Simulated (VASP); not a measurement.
The system is Rh.

```
CELL_PARAMETERS angstrom
0.00000 1.91480 1.91480
1.91480 0.00000 1.91480
1.91480 1.91480 0.00000
ATOMIC_POSITIONS crystal
Rh 0.00000 0.00000 0.00000
```

Base run:

- Program: VASP 6.6.1
- Functional: PBEsol
- Potentials or basis: VASP PAW PBE potentials, release 64 (Rh_pv)
- Cutoff: 450 eV
- k mesh: 20 × 20 × 20
- Occupations: methfessel-paxton, width 0.1 eV
- Spin: no spin polarisation

Its results: band gap on the k mesh none (metal or under the smearing width); pressure -10.7 GPa.

After a change of settings the same cell gave: band gap on the k mesh none (metal or under the smearing width); pressure -15.8 GPa. Which change was it?
A. functional from PBEsol to PBE
B. functional from PBEsol to PBE; cutoff from 450 eV to 600 eV
C. functional from PBEsol to LDA; potentials or basis from VASP PAW PBE potentials, release 64 (Rh_pv) to VASP PAW LDA potentials, release 64 (Rh_pv)
D. cutoff from 450 eV to 600 eV

C.

Caveats: the PAW data sets were made with another functional, which shifts forces and pressure a little (some runs); so large a pressure means that the cell lies far from this level's equilibrium, or that cutoff or potentials fall short (some runs).
